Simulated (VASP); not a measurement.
# SbW2 (Fm-3m) in VASP: notebook

The runs below take SbW2 through band structure, with PBE.

Everything below comes from runs of VASP 6.6.1. Logs are shortened: lines on timing, memory, paths and dates and some standing lists are left out, and cuts for length are marked.

## (1) Starting point

Symmetry: Fm-3m, No. 225, cubic system. Conventional cell: a = 6.266 Å, b = 6.266 Å, c = 6.266 Å, α = 90.00°, β = 90.00°, γ = 90.00°. Around Sb (site symmetry m-3m) lie 8 W at 2.71 Å. W (site symmetry -43m) is surrounded by 4 Sb at 2.71 Å.

The cell was built by a generator and needn't be a form met in nature.

## (2) Band structure, PBE

Input file POSCAR:

```
SbW2
1.0
    0.0000000000      3.1330100000      3.1330100000
    3.1330100000      0.0000000000      3.1330100000
    3.1330100000      3.1330100000      0.0000000000
Sb W
1 2
Direct
    0.5000000000      0.5000000000      0.5000000000
    0.2500000000      0.2500000000      0.2500000000
    0.7500000000      0.7500000000      0.7500000000
```

Input file INCAR.step1:

```
ALGO = Normal ; EDIFF = 1E-6
ENCUT = 600 ; GGA = PE
ISIF = 2 ; ISMEAR = -1
LASPH = True ; LCHARG = True
LMAXMIX = 4 ; LREAL = False
LWAVE = False ; NBANDS = 24
NELM = 80 ; PREC = Accurate
SIGMA = 0.05
```

Input file KPOINTS.step1:

```
k-points
0
Gamma
  7 7 7
```

Input file INCAR.step2:

```
ALGO = Normal ; EDIFF = 1E-6
ENCUT = 600 ; GGA = PE
ICHARG = 11 ; ISIF = 2
ISMEAR = 0 ; LASPH = True
LCHARG = False ; LMAXMIX = 4
LREAL = False ; LWAVE = False
NBANDS = 24 ; NELM = 80
PREC = Accurate ; SIGMA = 0.05
```

Input file KPOINTS.step2:

```
path GXWKGLUWLK,UX
15
line-mode
reciprocal
 0.0000000000  0.0000000000  0.0000000000  G
 0.5000000000  0.0000000000  0.5000000000  X

 0.5000000000  0.0000000000  0.5000000000  X
 0.5000000000  0.2500000000  0.7500000000  W

 0.5000000000  0.2500000000  0.7500000000  W
 0.3750000000  0.3750000000  0.7500000000  K

 0.3750000000  0.3750000000  0.7500000000  K
 0.0000000000  0.0000000000  0.0000000000  G

 0.0000000000  0.0000000000  0.0000000000  G
 0.5000000000  0.5000000000  0.5000000000  L

 0.5000000000  0.5000000000  0.5000000000  L
 0.6250000000  0.2500000000  0.6250000000  U

 0.6250000000  0.2500000000  0.6250000000  U
 0.5000000000  0.2500000000  0.7500000000  W

 0.5000000000  0.2500000000  0.7500000000  W
 0.5000000000  0.5000000000  0.5000000000  L

 0.5000000000  0.5000000000  0.5000000000  L
 0.3750000000  0.3750000000  0.7500000000  K

 0.6250000000  0.2500000000  0.6250000000  U
 0.5000000000  0.0000000000  0.5000000000  X
```

Potentials or basis: VASP PAW PBE potentials, release 64 (Sb, W_sv).

Started as:

```console
cat potpaw_PBE.64/Sb/POTCAR potpaw_PBE.64/W_sv/POTCAR > POTCAR
cp INCAR.step1 INCAR
cp KPOINTS.step1 KPOINTS
mpirun -np 1 vasp_std > vasp.out
cp INCAR.step2 INCAR
cp KPOINTS.step2 KPOINTS
mpirun -np 1 vasp_std > vasp.out
```

OUTCAR:

```text
EDIFF = 1E-6
   ENCUT = 600
   GGA = PE
   ICHARG = 11
   ISIF = 2
   ISMEAR = 0
   LASPH = True
   LREAL = False
   NELM = 80
   PREC = Accurate

 ion  position               nearest neighbor table
   1  0.500  0.500  0.500-   2 2.71   2 2.71   2 2.71   3 2.71   3 2.71   3 2.71   3 2.71   2 2.71

   2  0.250  0.250  0.250-   1 2.71   1 2.71   1 2.71   1 2.71   3 3.13   3 3.13   3 3.13   3 3.13
                             3 3.13   3 3.13
   3  0.750  0.750  0.750-   1 2.71   1 2.71   1 2.71   1 2.71   2 3.13   2 3.13   2 3.13   2 3.13
                             2 3.13   2 3.13

  LATTYP: Found a face centered cubic cell.
 ALAT       =     6.2660200000

  Lattice vectors:

 A1 = (   0.0000000000,   3.1330100000,   3.1330100000)
 A2 = (   3.1330100000,   0.0000000000,   3.1330100000)
 A3 = (   3.1330100000,   3.1330100000,   0.0000000000)

Analysis of symmetry for initial positions (statically):
=====================================================================
 Subroutine PRICEL returns:
 Original cell was already a primitive cell.

 Routine SETGRP: Setting up the symmetry group for a
 face centered cubic supercell.

 Subroutine GETGRP returns: Found 48 space group operations
 (whereof 48 operations were pure point group operations)
 out of a pool of 48 trial point group operations.

The static configuration has the point symmetry O_h .

Analysis of symmetry for dynamics (positions and initial velocities):
=====================================================================
 Subroutine PRICEL returns:
 Original cell was already a primitive cell.

 Routine SETGRP: Setting up the symmetry group for a
 face centered cubic supercell.

 Subroutine GETGRP returns: Found 48 space group operations
 (whereof 48 operations were pure point group operations)
 out of a pool of 48 trial point group operations.

The dynamic configuration has the point symmetry O_h .

 Subroutine INISYM returns: Found 48 space group operations
 (whereof 48 operations are pure point group operations),
 and found     1 'primitive' translations

----------------------------------------------------------------------------------------

                                     Primitive cell

  volume of cell :      61.5057

  direct lattice vectors                    reciprocal lattice vectors
     0.000000000  3.133010000  3.133010000    -0.159590937  0.159590937  0.159590937
     3.133010000  0.000000000  3.133010000     0.159590937 -0.159590937  0.159590937
     3.133010000  3.133010000  0.000000000     0.159590937  0.159590937 -0.159590937

  length of vectors
     4.430745233  4.430745233  4.430745233     0.276419610  0.276419610  0.276419610

  position of ions in fractional coordinates (direct lattice)
     0.500000000  0.500000000  0.500000000
     0.250000000  0.250000000  0.250000000
     0.750000000  0.750000000  0.750000000

  ion indices of the primitive-cell ions
   primitive index   ion index
                 1           1
                 2           2
                 3           3

----------------------------------------------------------------------------------------

 KPOINTS: path GXWKGLUWLK,UX

Interpolating k-points between supplied coordinates.

 Line segments in fractional coordinates (reciprocal lattice):
    0.000000  0.000000  0.000000  ...  0.500000  0.000000  0.500000
    0.500000  0.000000  0.500000  ...  0.500000  0.250000  0.750000
    0.500000  0.250000  0.750000  ...  0.375000  0.375000  0.750000
    0.375000  0.375000  0.750000  ...  0.000000  0.000000  0.000000
    0.000000  0.000000  0.000000  ...  0.500000  0.500000  0.500000
    0.500000  0.500000  0.500000  ...  0.625000  0.250000  0.625000
    0.625000  0.250000  0.625000  ...  0.500000  0.250000  0.750000
    0.500000  0.250000  0.750000  ...  0.500000  0.500000  0.500000
    0.500000  0.500000  0.500000  ...  0.375000  0.375000  0.750000
    0.625000  0.250000  0.625000  ...  0.500000  0.000000  0.500000

 Generated    15 points on each line segment, for a total of    150 k-points:

[... 47 lines left out ...]
 Fermi energy:         9.2948307414

 k-point     1 :       0.0000    0.0000    0.0000
  band No.  band energies     occupation
      1     -64.7358      2.00000
      2     -64.7057      2.00000
      3     -29.0373      2.00000
      4     -29.0373      2.00000
      5     -29.0373      2.00000
      6     -28.8501      2.00000
[... 16 lines left out ...]
     23      13.8596      0.00000
     24      14.5099      0.00000

 k-point     2 :       0.0357    0.0000    0.0357
  band No.  band energies     occupation
      1     -64.7357      2.00000
      2     -64.7059      2.00000
      3     -29.0377      2.00000
      4     -29.0377      2.00000
      5     -29.0344      2.00000
      6     -28.8534      2.00000
[... 16 lines left out ...]
     23      14.0765      0.00000
     24      14.4320      0.00000

 k-point     3 :       0.0714    0.0000    0.0714
  band No.  band energies     occupation
      1     -64.7353      2.00000
      2     -64.7062      2.00000
      3     -29.0391      2.00000
      4     -29.0391      2.00000
      5     -29.0260      2.00000
      6     -28.8631      2.00000
[... 16 lines left out ...]
     23      14.2163      0.00000
     24      14.3643      0.00000

 k-point     4 :       0.1071    0.0000    0.1071
  band No.  band energies     occupation
      1     -64.7347      2.00000
      2     -64.7068      2.00000
      3     -29.0413      2.00000
      4     -29.0413      2.00000
      5     -29.0125      2.00000
      6     -28.8788      2.00000
[... 16 lines left out ...]
     23      13.9091      0.00000
     24      14.5501      0.00000

 k-point     5 :       0.1429    0.0000    0.1429
  band No.  band energies     occupation
      1     -64.7339      2.00000
      2     -64.7075      2.00000
      3     -29.0442      2.00000
      4     -29.0442      2.00000
      5     -28.9944      2.00000
      6     -28.8995      2.00000
[... 451 lines left out ...]
 k-point    22 :       0.5000    0.1071    0.6071
  band No.  band energies     occupation
      1     -64.7245      2.00000
      2     -64.7165      2.00000
      3     -29.1045      2.00000
      4     -29.0771      2.00000
      5     -29.0469      2.00000
      6     -28.8513      2.00000
[... 16 lines left out ...]
     23      14.9546      0.00000
     24      16.2338      0.00000

 k-point    23 :       0.5000    0.1250    0.6250
  band No.  band energies     occupation
      1     -64.7241      2.00000
      2     -64.7168      2.00000
      3     -29.1033      2.00000
      4     -29.0783      2.00000
      5     -29.0377      2.00000
      6     -28.8608      2.00000
[... 16 lines left out ...]
     23      15.0472      0.00000
     24      16.3169      0.00000

 k-point    24 :       0.5000    0.1429    0.6429
  band No.  band energies     occupation
      1     -64.7237      2.00000
      2     -64.7173      2.00000
      3     -29.1021      2.00000
      4     -29.0795      2.00000
      5     -29.0274      2.00000
      6     -28.8714      2.00000
[... 16 lines left out ...]
     23      15.1591      0.00000
     24      16.4067      0.00000

 [... further k-points ...]
[... 5 lines left out ...]
  --------------------------------------------------------------------------------------
  -------------------------------------------------------------------------------------
  Total       -0.8871523     -0.8871523     -0.8871523      0.0000000     -0.0000000      0.0000000
  in kB      -23.1096543    -23.1096543    -23.1096543      0.0000000     -0.0000000      0.0000000
  external PRESSURE =     -23.1096543 kB  Pullay stress =       0.0000000 kB

 VOLUME and BASIS-vectors are now :
 -----------------------------------------------------------------------------
  energy-cutoff  :      600.00
  volume of cell :       61.51
      direct lattice vectors                 reciprocal lattice vectors
     0.000000000  3.133010000  3.133010000    -0.159590937  0.159590937  0.159590937
     3.133010000  0.000000000  3.133010000     0.159590937 -0.159590937  0.159590937
     3.133010000  3.133010000  0.000000000     0.159590937  0.159590937 -0.159590937

 POSITION                                       TOTAL-FORCE (eV/Angst)
 -----------------------------------------------------------------------------------
      3.13301      3.13301      3.13301         0.000000     -0.000000     -0.000000
      1.56651      1.56651      1.56651        -0.000000      0.000000     -0.000000
      4.69951      4.69951      4.69951        -0.000000      0.000000      0.000000
 -----------------------------------------------------------------------------------
    total drift:                                0.000000      0.000000      0.000000

  FREE ENERGIE OF THE ION-ELECTRON SYSTEM (eV)
  ---------------------------------------------------
  free  energy   TOTEN  =       -25.7155689043 eV

  energy  without entropy=      -25.7089870140  energy(sigma->0) =      -25.71227796
```

It took 60 s on 1 thread of Intel Xeon 6975P-C (Granite Rapids), shared host; peak memory 0.37 GiB.

What came out:

```yaml
Band_gap_along_the_path: none (metal or under the smearing width)
```

Levels at the corners of the path, in eV from the Fermi level:
```
point  band 14  band 15  band 16  band 17  band 18  band 19  band 20  band 21
    Γ    -3.03     0.83     1.65     1.65     1.65     3.51     3.51     4.52
    X    -2.76    -2.48     0.08     0.08     0.39     0.39     1.79     3.33
    X    -2.76    -2.48     0.08     0.08     0.39     0.39     1.79     3.33
    W    -1.90    -1.90    -0.31    -0.31     0.22     0.69     0.96     3.47
    W    -1.90    -1.90    -0.31    -0.31     0.22     0.69     0.96     3.47
    K    -2.05    -1.79    -0.28    -0.05     0.28     0.41     1.13     3.48
    K    -2.05    -1.79    -0.28    -0.05     0.28     0.41     1.13     3.48
    Γ    -3.03     0.83     1.65     1.65     1.65     3.51     3.51     4.52
    Γ    -3.03     0.83     1.65     1.65     1.65     3.51     3.51     4.52
    L    -1.45    -0.91    -0.84    -0.48    -0.48    -0.32    -0.32     4.35
    L    -1.45    -0.91    -0.84    -0.48    -0.48    -0.32    -0.32     4.35
    U    -2.05    -1.79    -0.28    -0.05     0.28     0.41     1.13     3.48
    U    -2.05    -1.79    -0.28    -0.05     0.28     0.41     1.13     3.48
    W    -1.90    -1.90    -0.31    -0.31     0.22     0.69     0.96     3.47
    W    -1.90    -1.90    -0.31    -0.31     0.22     0.69     0.96     3.47
    L    -1.45    -0.91    -0.84    -0.48    -0.48    -0.32    -0.32     4.35
    L    -1.45    -0.91    -0.84    -0.48    -0.48    -0.32    -0.32     4.35
    K    -2.05    -1.79    -0.28    -0.05     0.28     0.41     1.13     3.48
    U    -2.05    -1.79    -0.28    -0.05     0.28     0.41     1.13     3.48
    X    -2.76    -2.48     0.08     0.08     0.39     0.39     1.79     3.33
```

Caveat: the log is that of the step along the path at fixed density, whose energy, stress, charges and moments have no meaning; spin-orbit coupling is left out, which moves the levels of the heavy elements.

(Continued in part 2 of 2.)
